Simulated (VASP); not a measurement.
Calculation: PBE GGA, VASP's PBE PAW potentials (set 64) (plane waves; VASP).

VASP input:

INCAR:
```
ALGO=Normal
EDIFF=1E-6
ENCUT=520
GGA=PE
ISIF=2
ISMEAR=0
LASPH=.TRUE.
LCHARG=.FALSE.
LMAXMIX=6
LREAL=.FALSE.
LWAVE=.FALSE.
NELM=100
PREC=Accurate
SIGMA=0.01
SYSTEM=WC
```

**POSCAR**
```
WC
1.0
  1.4550000000  -2.5201340000   0.0000000000
  1.4550000000   2.5201340000   0.0000000000
  0.0000000000   0.0000000000   2.8400000000
W C
1 1
Cartesian
  0.0000000000   0.0000000000   0.0000000000
  1.4550000000   0.8400463468   1.4200000000
```

**KPOINTS**
```
K-points
0
G
13 13 12
0 0 0
```

POTCAR, in this order: W_sv C (PBE.64 set). Program: vasp_std.

What VASP printed:

**OSZICAR**
```
       N       E                     dE             d eps       ncg     rms          rms(c)
DAV:   1     0.109378927245E+03    0.10938E+03   -0.98296E+03  3822   0.154E+03
DAV:   2    -0.216157559517E+02   -0.13099E+03   -0.12758E+03  4387   0.380E+02
DAV:   3    -0.254831221113E+02   -0.38674E+01   -0.38330E+01  4585   0.606E+01
DAV:   4    -0.255201790752E+02   -0.37057E-01   -0.37025E-01  4217   0.624E+00
DAV:   5    -0.255204970696E+02   -0.31799E-03   -0.31796E-03  4567   0.592E-01    0.323E+01
DAV:   6    -0.225376636129E+02    0.29828E+01   -0.95879E+00  4312   0.318E+01    0.856E+00
DAV:   7    -0.224718016794E+02    0.65862E-01   -0.41235E-01  4017   0.581E+00    0.614E+00
DAV:   8    -0.224454596724E+02    0.26342E-01   -0.70447E-02  4232   0.258E+00    0.886E-01
DAV:   9    -0.224444741536E+02    0.98552E-03   -0.32649E-03  4112   0.487E-01    0.142E-01
DAV:  10    -0.224444239277E+02    0.50226E-04   -0.30035E-04  4502   0.228E-01    0.642E-02
DAV:  11    -0.224444228767E+02    0.10510E-05   -0.14066E-05  4122   0.391E-02    0.957E-03
DAV:  12    -0.224444220190E+02    0.85770E-06   -0.36745E-06  4007   0.194E-02
   1 F= -.22444422E+02 E0= -.22444393E+02  d E =-.579862E-04
```

**OUTCAR**
```
------------------------ aborting loop because EDIFF is reached ----------------------------------------
  FORCE on cell =-STRESS in cart. coord.  units (eV):
  Direction    XX          YY          ZZ          XY          YZ          ZX
  --------------------------------------------------------------------------------------
  Total        0.7092669      0.7092669      0.5827567      0.0000000     -0.0000000     -0.0000000
  in kB       54.5613737     54.5613769     44.8293973      0.0000000     -0.0000000     -0.0000000
  external PRESSURE =      51.3173826 kB  Pullay stress =       0.0000000 kB
  volume of cell :       20.83
      direct lattice vectors                 reciprocal lattice vectors
     1.455000000 -2.520134000  0.000000000     0.343642612 -0.198402148  0.000000000
     1.455000000  2.520134000  0.000000000     0.343642612  0.198402148  0.000000000
     0.000000000  0.000000000  2.840000000     0.000000000  0.000000000  0.352112676
 POSITION                                       TOTAL-FORCE (eV/Angst)
 -----------------------------------------------------------------------------------
      0.00000      0.00000      0.00000         0.000000      0.000000      0.000000
      1.45500      0.84005      1.42000         0.000000     -0.000000      0.000000
 -----------------------------------------------------------------------------------
    total drift:                                0.000000     -0.000385      0.000000
  FREE ENERGIE OF THE ION-ELECTRON SYSTEM (eV)
  ---------------------------------------------------
  free  energy   TOTEN  =       -22.4444220190 eV

  energy  without entropy=      -22.4443640328  energy(sigma->0) =      -22.44439303
```
(Selected blocks of OUTCAR.)

The compound is WC in the wc structure. The cell was not relaxed at this level. The run is one of a series of settings (ISMEAR = 0, SIGMA = 0.01 against the base run), some of them coarse on purpose.
